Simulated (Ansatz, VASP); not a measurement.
# Ga2O3: VASP beside Ansatz

One calculation is typed for both programs; each brings its own data sets. How far apart do they land? The cell is taken from a series of runs on this material, whose earlier steps may have relaxed, scaled, displaced or heated it; both programs get it as it stands.

Main program and level: Ansatz 0.2.0; plane waves, with VASP 6.6.1 beside it; single point at r2SCAN with D4.

**1. Starting point**

The structure is monoclinic, space group C2/m (No. 12). The conventional cell has a = 12.375 Å, b = 3.077 Å, c = 5.874 Å, α = 90.00°, β = 103.83°, γ = 90.00°. Nearest to Ga lie 4 O at 1.85 to 1.89 Å. Nearest to Ga lie 6 O at 1.96 to 2.11 Å. O has 3 Ga at 1.85 to 1.96 Å nearest. Nearest to O lie 4 Ga at 1.89 to 2.11 Å. O has 3 Ga at 1.85 to 1.96 Å nearest. Farther neighbours and most contacts between anions are not listed.

**2. Ansatz: single point, r2SCAN with D4**

Ansatz runs on PAW files that the input asks for by source.

With cell and atoms fixed, the geometry can't cause a difference; cores, projectors, grids and the points listed under the comparison can.

input.yaml

```yaml
crystal:
  lattice:
    - [6.1873644791, -1.5385332127, 0.0]
    - [6.1873644791, 1.5385332127, 0.0]
    - [-1.4042276876, 0.0, 5.7040962985]
  atoms:
    - { symbol: Ga, position: [0.0899204557, 0.0899204557, 0.7946966823] }
    - { symbol: Ga, position: [0.9100795443, 0.9100795443, 0.2053033177] }
    - { symbol: Ga, position: [0.6581925857, 0.6581925857, 0.3147343319] }
    - { symbol: Ga, position: [0.3418074143, 0.3418074143, 0.6852656681] }
    - { symbol: O, position: [0.1609139878, 0.1609139878, 0.1098514789] }
    - { symbol: O, position: [0.8390860122, 0.8390860122, 0.8901485211] }
    - { symbol: O, position: [0.1740945944, 0.1740945944, 0.5659037812] }
    - { symbol: O, position: [0.8259054056, 0.8259054056, 0.4340962188] }
    - { symbol: O, position: [0.4955746879, 0.4955746879, 0.2575498569] }
    - { symbol: O, position: [0.5044253121, 0.5044253121, 0.7424501431] }
kpoints:
  mp_grid: { grid: [8, 8, 4] }
hamiltonian:
  xc: r2scan
  pseudopotentials: { kind: paw, source: ansatz }
  dispersion: d4
scf:
  occupations: { method: fixed }
  n_extra_bands: 7
  lower_state_search: "off"
  convergence: { dr2_threshold: 1.0e-09 }
output:
  eigenvalues: true
```

On the command line:

```console
ansatz run input.yaml --threads 16 --pin off --max-ram 73728MiB --backend cpu --events-out ev --progress --plain --runs-dir out
```

Numbers of over 12 decimals in the logs are rounded to 6 here.

Output:

```text
basis.fft_grid_basis auto: the FFT boxes are laid along the combinations [[1, -1, 0], [0, 1, 0], [0, 0, 1]] of the cell's own vectors, 3.077, 6.376 and 5.874 Å long. The dense box has 54×108×100 points. Along the cell's own vectors, as sized, it would have 108×108×100, 2.00 times as many. Of the 4 symmetry operations that the crystal satisfies within crystal.symmetry.tolerance (time reversal apart; of a slab, those t [...]
scf.n_extra_bands = 7 over 60 filled bands (N_el = 120.0): the run solves 67 bands
Engine: ansatz 0.2.0, aarch64-unknown-linux-gnu
Pseudopotentials: kind: paw
Pseudopotential: Ga, paw, valence charge 21, recommended cutoff 1300 eV (meta_gga), Ga.paw.azcp
Pseudopotential: O, paw, valence charge 6, recommended cutoff 1050 eV (meta_gga), O.paw.azcp
Functional definition: r2SCAN
  parameter k0 = 0.174
  parameter k1 = 0.065
  parameter a1 = 4.9479
  exchange = r2scan_x(k0 = k0, k1 = k1, a1 = a1)
  correlation = r2scan_c
Crystal: 10 atoms, lattice volume = 108.600 Å³
Basis set: ecut = 1300 eV, 11565 PW (Γ), FFT grids on a1−a2, a2, a3, exchange–correlation on 216×432×400 points (64 copies of the dense FFT grid, shifted against one another)
Bands: 67, of which v1, the nominal top of the filled ones, is band 60 counted from 1 (59 counted from 0)
Symmetry: 4 space group operations
Space group: C2/m (ITA 12), of the structure as read, at distance tolerance 4.8e-5 Å
k-points: 78 of 256
Non-local potential: Ga, projectors of the file, l = 0: 3, l = 1: 3, l = 2: 3, l = 3: 2
Non-local potential: O, projectors of the file, l = 0: 2, l = 1: 2, l = 2: 1
PAW form: soft (Blöchl's): semilocal exchange-correlation on the pseudo side does not see the compensation charge
PAW frozen core: Ga, regenerated for the run's functional (the file was generated under x = pbe(κ = 0.804, μ = 0.219515), c = pbe(β = 0.066725))
PAW frozen core: O, regenerated for the run's functional (the file was generated under x = pbe(κ = 0.804, μ = 0.219515), c = pbe(β = 0.066725))
PAW one-centre angular grid: Ga, 590 points (default); XC on 160 Gauss nodes
PAW one-centre angular grid: O, 302 points (default); XC on 160 Gauss nodes
Initial density: superposition of atomic densities (chi_scale 0.1, normalization cell, long waves kept (reshape's long-wave potential 0.03 eV rms))
Initial wavefunctions: pseudopotential atomic-orbital guess
Functional: x = r2scan, c = r2scan; τ floored in thin density (d = 2e-4 eV/Å³)
SCF iter   1: F=-37097.456465 eV  HF=-37105.145920 eV  |F-HF|=7.69e0  |Δ(HF+E_count)|=         —  Δρ=1.57e-1  dr2=1.15e1  dr2_τ=1.38e0  ethr=3.10e-3  ⟨swp⟩=5.0  Hψ=17099  notcnv=0  defer=341
preconditioner: auto → Resta (q_TF=auto, 2.774 Å⁻¹)  ε∞=4.1  [insulator: Δε(μ)=2.492 eV  Ē_g=18.872 eV  n_scr=42 (ndim 8)  ℏωp=33.4 eV  f_vac=0.009  ε∞_Penn≈4.1]
SCF iter   2: F=-37102.606475 eV  HF=-37102.428610 eV  |F-HF|=1.78e-1  |Δ(HF+E_count)|=    2.72e0  Δρ=4.92e-2  dr2=1.11e0  dr2_τ=1.24e0  ethr=3.10e-3  ⟨swp⟩=3.0  Hψ=11829  notcnv=0  defer=335
SCF iter   3: F=-37102.686566 eV  HF=-37102.661182 eV  |F-HF|=2.54e-2  |Δ(HF+E_count)|=   2.33e-1  Δρ=2.61e-2  dr2=3.99e-1  dr2_τ=6.63e-2  ethr=9.23e-4  ⟨swp⟩=2.0  Hψ=5524  notcnv=0  defer=388
SCF iter   4: F=-37102.726777 eV  HF=-37102.726710 eV  |F-HF|=6.70e-5  |Δ(HF+E_count)|=   6.55e-2  Δρ=3.74e-3  dr2=1.02e-2  dr2_τ=3.94e-3  ethr=3.32e-4  ⟨swp⟩=4.0  Hψ=9109  notcnv=0  defer=390
SCF iter   5: F=-37102.728230 eV  HF=-37102.728557 eV  |F-HF|=3.27e-4  |Δ(HF+E_count)|=   1.85e-3  Δρ=1.53e-3  dr2=1.47e-3  dr2_τ=1.09e-3  ethr=8.49e-6  ⟨swp⟩=3.0  Hψ=9063  notcnv=0  defer=390
SCF iter   6: F=-37102.728651 eV  HF=-37102.728720 eV  |F-HF|=6.88e-5  |Δ(HF+E_count)|=   1.63e-4  Δρ=5.23e-4  dr2=1.40e-4  dr2_τ=8.31e-5  ethr=1.23e-6  ⟨swp⟩=2.2  Hψ=8945  notcnv=0  defer=390
SCF iter   7: F=-37102.728705 eV  HF=-37102.728715 eV  |F-HF|=9.71e-6  |Δ(HF+E_count)|=   4.73e-6  Δρ=1.77e-4  dr2=1.84e-5  dr2_τ=1.10e-5  ethr=1.16e-7  ⟨swp⟩=2.0  Hψ=8593  notcnv=0  defer=390
SCF iter   8: F=-37102.728705 eV  HF=-37102.728705 eV  |F-HF|=6.10e-7  |Δ(HF+E_count)|=   9.70e-6  Δρ=5.80e-5  dr2=2.13e-6  dr2_τ=9.59e-7  ethr=1.53e-8  ⟨swp⟩=2.0  Hψ=9665  notcnv=0  defer=363
SCF iter   9: F=-37102.729035 eV  HF=-37102.729035 eV  |F-HF|=4.37e-9  |Δ(HF+E_count)|=   3.30e-4  Δρ=1.79e-5  dr2=1.25e-7  dr2_τ=1.45e-8  ethr=1.77e-9  ⟨swp⟩=2.0  Hψ=8655  notcnv=0  defer=344
SCF iter  10: F=-37102.729035 eV  HF=-37102.729035 eV  |F-HF|=1.32e-8  |Δ(HF+E_count)|=   3.85e-8  Δρ=5.93e-6  dr2=1.89e-8  dr2_τ=9.19e-9  ethr=1.04e-10  ⟨swp⟩=2.0  Hψ=9107  notcnv=0  defer=344
SCF iter  11: F=-37102.729035 eV  HF=-37102.729035 eV  |F-HF|=8.00e-10  |Δ(HF+E_count)|=   3.57e-9  Δρ=1.36e-6  dr2=1.33e-9  dr2_τ=3.64e-10  ethr=1.58e-11  ⟨swp⟩=2.1  Hψ=8408  notcnv=0  defer=344
SCF iter  12: F=-37102.729035 eV  HF=-37102.729035 eV  |F-HF|=1.46e-11  |Δ(HF+E_count)|=   1.04e-9  Δρ=4.23e-7  dr2=1.17e-10  dr2_τ=2.98e-11  ethr=1.00e-12  ⟨swp⟩=11.3  Hψ=21037  notcnv=0
SCF 1 converged in 12 iterations: F = -37102.729035 eV  dr2 = 1.17e-10
  greatest PAW one-centre occupation: 0.995 electrons in one spin orbital (limit 2), on the Ga atom at site 1 (counted from 0), in its partial waves of l = 0
SCF converged after 12 iterations
Free energy (F): -37102.729035 eV
Harris-Foulkes:  -37102.729035 eV  (|F-HF|=1.46e-11)
Internal energy: -37102.729035 eV  (E = F + TS)
E sigma→0 (E₀):  -37102.729035 eV
Fermi energy:    8.396300 eV
--- Per-component energies (eV) ---
  E_band       = -3271.679766
  E_kinetic    = 4618.964189
  E_local      = -37691.690203  (includes V_loc(G=0)·N_el)
  E_nonlocal   = 7688.405906
  E_hartree    = 14047.390371
  E_xc         = -1141.383249
  E_vxc        = -1688.746213  (∫ρ·V_xc dr)
  E_paw        = -9239.916792  (= ΣΔE_a)
  E_vpaw       = -4423.311956  (= ΣTr[D̂ρ^β])
  E_aug_tail   = 0.000184  (compensation charges beyond the density's cutoff)
  E_vtau       = 129.916011  (kinetic-family band-sum trace: ∫τ·v_τ [+ j·A + Jᵃ·Aᵃ] dr)
  E_ewald      = -15381.946838
  E_disp       = -1.124606  (pairwise vdW)
  E_core_change = -1.427997  (= ΣΔE_core)
  E_smearing   = -0.000000  (= −TS)
  E_closure    = 0.000000  (closes the sum)
  Σ components = -37102.729035   (vs F -37102.729035, Δ=0.00e0)
--- Band table (eV; the first three rows and the last of 78) ---
  k-point 0: bands = [... 56 lower, 7.7547, 7.9529, 8.1250, 8.3787, 11.1646, 14.6086, 15.6293, 15.6714, ... 3 higher]
  k-point 1: bands = [... 56 lower, 7.7729, 7.8261, 7.9806, 8.1461, 12.0781, 14.7546, 15.3361, 15.8698, ... 3 higher]
  k-point 2: bands = [... 56 lower, 7.7882, 7.8318, 7.8905, 8.1052, 13.5339, 13.7063, 15.5651, 16.1506, ... 3 higher]
  k-point 77: bands = [... 56 lower, 7.7688, 7.8019, 7.8160, 8.3963, 13.9699, 14.1718, 15.0575, 15.4068, ... 3 higher]
```

**3. VASP: single point, r2SCAN with D4**

The same cell, functional and mesh now go to VASP, with its own data sets.

Lines of VASP's logs that name or quote its potential files are left out, and so is its time.

INCAR

```
SYSTEM = Ga2O3
PREC = Accurate
ENCUT = 580
EDIFF = 1E-06
NELM = 120
ISMEAR = 0
SIGMA = 0.01
LREAL = .FALSE.
ALGO = Normal
METAGGA = R2SCAN
IVDW = 13
VDW_S6 = 1
VDW_S8 = 0.6018749
VDW_A1 = 0.51559235
VDW_A2 = 5.77342911
LASPH = .TRUE.
NBANDS = 54
LORBIT = 11
LWAVE = .FALSE.
LCHARG = .FALSE.
ISIF = 2
GGA_COMPAT = .FALSE.
EFERMI = MIDGAP
LMIXTAU = .TRUE.
KPAR = 2
```

POSCAR

```
Ga2O3
1.0
    6.1873644791     -1.5385332127      0.0000000000
    6.1873644791      1.5385332127      0.0000000000
   -1.4042276876      0.0000000000      5.7040962985
Ga O
4 6
Direct
    0.0899204557      0.0899204557      0.7946966823
    0.9100795443      0.9100795443      0.2053033177
    0.6581925857      0.6581925857      0.3147343319
    0.3418074143      0.3418074143      0.6852656681
    0.1609139878      0.1609139878      0.1098514789
    0.8390860122      0.8390860122      0.8901485211
    0.1740945944      0.1740945944      0.5659037812
    0.8259054056      0.8259054056      0.4340962188
    0.4955746879      0.4955746879      0.2575498569
    0.5044253121      0.5044253121      0.7424501431
```

KPOINTS

```
Automatic mesh
0
Gamma
8 8 4
0 0 0
```

PAW data sets: Ga_d and O (PBE family, release 64).

On the command line:

```console
mpirun -np 2 vasp_std
```

Output:

```text
[banner, memory and clock lines left out]
running    2 mpi-ranks, on    1 nodes
 distrk:  each k-point on    1 cores,    2 groups
 distr:  one band on    1 cores,    1 groups

 POSCAR found type information on POSCAR GaO
 POSCAR found :  2 types and      10 ions
|                                                                             |
|               ----> ADVICE to this user running VASP <----                  |
|                                                                             |
|     You enforced a specific xc type in the INCAR file but a different       |
|     [... a line on the potential file left out ...]
|     I HOPE YOU KNOW WHAT YOU ARE DOING!                                     |
|                                                                             |

 LDA part: xc-table for (None), standard interpolation
 POSCAR, INCAR and KPOINTS ok, starting setup
 FFT: planning ... GRIDC
 FFT: planning ... GRID_SOFT
 FFT: planning ... GRID
 WAVECAR not read
 entering main loop
       N       E                     dE             d eps       ncg     rms          rms(c)
DAV:   1     0.122483199111E+04    0.12248E+04   -0.44050E+04  9948   0.323E+03
DAV:   2     0.157619254209E+03   -0.10672E+04   -0.10082E+04  8616   0.872E+02
DAV:   3    -0.106676410724E+03   -0.26430E+03   -0.25648E+03  9884   0.277E+02
DAV:   4    -0.128468222880E+03   -0.21792E+02   -0.21555E+02 10244   0.851E+01
DAV:   5    -0.129296516583E+03   -0.82829E+00   -0.82654E+00 11126   0.168E+01    0.160E+01
DAV:   6    -0.109326841625E+03    0.19970E+02   -0.20926E+01 14224   0.582E+01    0.461E+00
DAV:   7    -0.100847519993E+03    0.84793E+01   -0.33608E+00 10698   0.120E+01    0.321E+00
DAV:   8    -0.112041738791E+03   -0.11194E+02   -0.41261E+00 12804   0.217E+01    0.217E+00
DAV:   9    -0.104520002071E+03    0.75217E+01   -0.10797E+00  9760   0.111E+01    0.114E+00
DAV:  10    -0.102383647588E+03    0.21364E+01   -0.80649E-01  8522   0.565E+00    0.468E-01
DAV:  11    -0.102286896854E+03    0.96751E-01   -0.57878E-01  8732   0.527E+00    0.282E-01
DAV:  12    -0.102367629383E+03   -0.80733E-01   -0.37003E-02 12228   0.140E+00    0.291E-01
DAV:  13    -0.102420537073E+03   -0.52908E-01   -0.29424E-02 11864   0.193E+00    0.134E-01
DAV:  14    -0.102424243515E+03   -0.37064E-02   -0.66476E-03 14708   0.966E-01    0.494E-02
DAV:  15    -0.102425103721E+03   -0.86021E-03   -0.19144E-03  9150   0.348E-01    0.418E-02
DAV:  16    -0.102425150284E+03   -0.46563E-04   -0.25332E-04 13174   0.350E-01    0.132E-02
DAV:  17    -0.102425461766E+03   -0.31148E-03   -0.30203E-04  8938   0.142E-01    0.115E-02
DAV:  18    -0.102425558875E+03   -0.97109E-04   -0.57540E-05  9304   0.610E-02    0.539E-03
DAV:  19    -0.102425535122E+03    0.23753E-04   -0.75121E-06  9174   0.366E-02    0.338E-03
DAV:  20    -0.102425561185E+03   -0.26063E-04   -0.73189E-06  8100   0.202E-02    0.196E-03
DAV:  21    -0.102425561736E+03   -0.55029E-06   -0.16064E-06  6352   0.132E-02
   1 F= -.10354921E+03 E0= -.10354921E+03  d E =0.000000E+00
```

Parts of OUTCAR (step 3):

```text
ion  position               nearest neighbor table
   1  0.090  0.090  0.795-   5 1.85  10 1.85  10 1.85   7 1.89
   2  0.910  0.910  0.205-   6 1.85   9 1.85   9 1.85   8 1.89
   3  0.658  0.658  0.315-   5 1.96   5 1.96   9 1.96   8 2.03   7 2.11   7 2.11
   4  0.342  0.342  0.685-   6 1.96   6 1.96  10 1.96   7 2.03   8 2.11   8 2.11
   5  0.161  0.161  0.110-   1 1.85   3 1.96   3 1.96
   6  0.839  0.839  0.890-   2 1.85   4 1.96   4 1.96
   7  0.174  0.174  0.566-   1 1.89   4 2.03   3 2.11   3 2.11
   8  0.826  0.826  0.434-   2 1.89   3 2.03   4 2.11   4 2.11
   9  0.496  0.496  0.258-   2 1.85   2 1.85   3 1.96
  10  0.504  0.504  0.742-   1 1.85   1 1.85   4 1.96

  LATTYP: Found a base centered monoclinic cell.
 ALAT       =    12.3747289582
 B/A-ratio  =     0.2486572785
 C/A-ratio  =     0.4747093502
 COS(beta)  =    -0.2390419102

 Subroutine GETGRP returns: Found  4 space group operations
 (whereof  4 operations were pure point group operations)

The static configuration has the point symmetry C_2h.

 Found     78 irreducible k-points:

   k-points           NKPTS =     78   k-points in BZ     NKDIM =     78   number of bands    NBANDS=     54

   dimension x,y,z NGX =    50 NGY =   50 NGZ =   48
   dimension x,y,z NGXF=   100 NGYF=  100 NGZF=   96

   ENCUT  =  580.0 eV  42.63 Ry    6.53 a.u.  12.52 12.52 11.54*2*pi/ulx,y,z

   NELECT =      88.0000    total number of electrons

 k-points in reciprocal lattice and weights: Automatic mesh
   0.00000000  0.00000000  0.00000000       0.004
   0.12500000  0.00000000  0.00000000       0.016
   0.25000000  0.00000000  0.00000000       0.016
   0.37500000 -0.00000000  0.00000000       0.016
   0.50000000  0.00000000  0.00000000       0.008
   0.12500000  0.12500000  0.00000000       0.008
   0.25000000  0.12500000  0.00000000       0.016
   0.37500000  0.12500000  0.00000000       0.016
   0.50000000  0.12500000  0.00000000       0.016
[...]
-0.37500000  0.37500000  0.50000000       0.008
   0.50000000  0.50000000  0.50000000       0.004

 average (electrostatic) potential at core
       1 -69.6090       2 -69.6090       3 -69.5604       4 -69.5604       5 -73.7943
       6 -73.7943       7 -74.2132       8 -74.2132       9 -74.0721      10 -74.0721

 E-fermi :   4.4425

 k-point     1 :       0.0000    0.0000    0.0000
  band No.  band energies     occupation
    ...
     40       2.3895      2.00000
     41       2.4219      2.00000
     42       2.6239      2.00000
     43       2.7994      2.00000
     44       3.0504      2.00000
     45       5.8155      0.00000
     46       9.2476      0.00000
     47      10.2775      0.00000
     48      10.3238      0.00000
     49      11.4301      0.00000
    ...

 k-point     2 :       0.1250    0.0000    0.0000
  band No.  band energies     occupation
    ...
     40       2.0242      2.00000
     41       2.2123      2.00000
     42       2.5508      2.00000
     43       2.7233      2.00000
     44       3.0459      2.00000
     45       6.6500      0.00000
     46       9.5157      0.00000
     47      10.4833      0.00000
     48      10.8522      0.00000
     49      11.9161      0.00000
    ...

 k-point     3 :       0.2500    0.0000    0.0000
  band No.  band energies     occupation
    ...
     40       1.9195      2.00000
     41       2.0535      2.00000
     42       2.3812      2.00000
     43       2.5716      2.00000
     44       3.0213      2.00000
     45       8.1639      0.00000
     46       9.8533      0.00000
     47      10.4639      0.00000
     48      11.5748      0.00000
     49      12.0915      0.00000
    ...

  DFT-D4 for vdW energy calculation

  Edisp (eV):   -1.12365

  Total      -3.73612    -4.14968    -4.19258     0.00000     0.00000     0.01513
  in kB     -55.11905   -61.22033   -61.85318     0.00000     0.00000     0.22322
  external pressure =      -59.40 kB  Pullay stress =        0.00 kB

  energy-cutoff  :      580.00
  volume of cell :      108.60
      direct lattice vectors                 reciprocal lattice vectors
     6.187364479 -1.538533213  0.000000000     0.080809851 -0.324984860  0.019893674
     6.187364479  1.538533213  0.000000000     0.080809851  0.324984860  0.019893674
    -1.404227688  0.000000000  5.704096298     0.000000000  0.000000000  0.175312608

 POSITION                                       TOTAL-FORCE (eV/Angst)
 -----------------------------------------------------------------------------------
     -0.00319      0.00000      4.53303         0.024753      0.000000      0.005945
     10.97370      0.00000      1.17107        -0.024753      0.000000     -0.005945
      7.70300      0.00000      1.79527        -0.006947      0.000000      0.047033
      3.26751      0.00000      3.90882         0.006947      0.000000     -0.047033
      1.83701      0.00000      0.62660         0.045593      0.000000      0.032317
      9.13349      0.00000      5.07749        -0.045593      0.000000     -0.032317
      1.35972      0.00000      3.22797         0.027055      0.000000     -0.043698
      9.61079      0.00000      2.47613        -0.027055      0.000000      0.043698
      5.77094      0.00000      1.46909         0.068945      0.000000      0.026277
      5.19956      0.00000      4.23501        -0.068945      0.000000     -0.026277
 -----------------------------------------------------------------------------------
    total drift:                                0.000000      0.000000     -0.000000

  FREE ENERGIE OF THE ION-ELECTRON SYSTEM (eV)
  ---------------------------------------------------
  free  energy   TOTEN  =      -103.5492099027 eV

  energy  without entropy=     -103.5492099027  energy(sigma->0) =     -103.54920990

 total charge
# of ion       s       p       d       tot
------------------------------------------
    1        0.687   0.811  10.267  11.766
    2        0.687   0.811  10.267  11.766
    3        0.609   0.661  10.236  11.505
    4        0.609   0.661  10.236  11.505
    5        1.553   3.531   0.000   5.083
    6        1.553   3.531   0.000   5.083
    7        1.558   3.517   0.000   5.074
    8        1.558   3.517   0.000   5.074
    9        1.551   3.560   0.000   5.110
   10        1.551   3.560   0.000   5.110
--------------------------------------------------
tot         11.915  24.158  41.005  77.078

[... 3 further parts left out ...]
```

The run ends at a pressure of -5.94 GPa, with forces up to 0.074 eV/Å.

**4. Side by side**

Known differences besides the potentials themselves: VASP keeps PBE cores, Ansatz makes them for the functional; fixed occupations in Ansatz, narrow Gaussian smearing in VASP; the data sets hold 120 valence electrons in Ansatz (on PAW files that the input asks for by source) and 88 in VASP; the cutoff is 1300 eV in Ansatz and 580 eV in VASP. Total energies have different zeros and are not compared.

The two programs side by side:

| quantity | Ansatz | VASP | difference |
| --- | --- | --- | --- |
| gap on the k mesh (eV) | 2.768 | 2.746 | +0.022 |

A gap on the mesh is an upper bound, since the band edges may lie between its points.

**5. Results**

| Property | Result |
| --- | --- |
| difference in gap on the k mesh (single point, r2SCAN with D4) | 0.022 eV |

**Reading.** The difference in gap on the k mesh is 0.022 eV (single point, r2SCAN with D4), within the 0.08 eV picked in this series as the mark of a large difference. The data sets hold unlike numbers of valence electrons (120 in Ansatz and 88 in VASP), so part of the differences comes from the potentials. How closely two codes agree says nothing of how well the functional describes the real material.

[Lines on the potential files, build, host, timing and source positions are cut from VASP's logs without a mark.]

[Logs are printed without paths, hosts, clocks, repeated set-up lines and the standing remarks that a program may print on its own settings, such as how far it seeks lower states.]

[Hosts, paths, dates, database ids (printed as entryN), source tags and the programs' standing remarks are cut or masked in the printed files.]
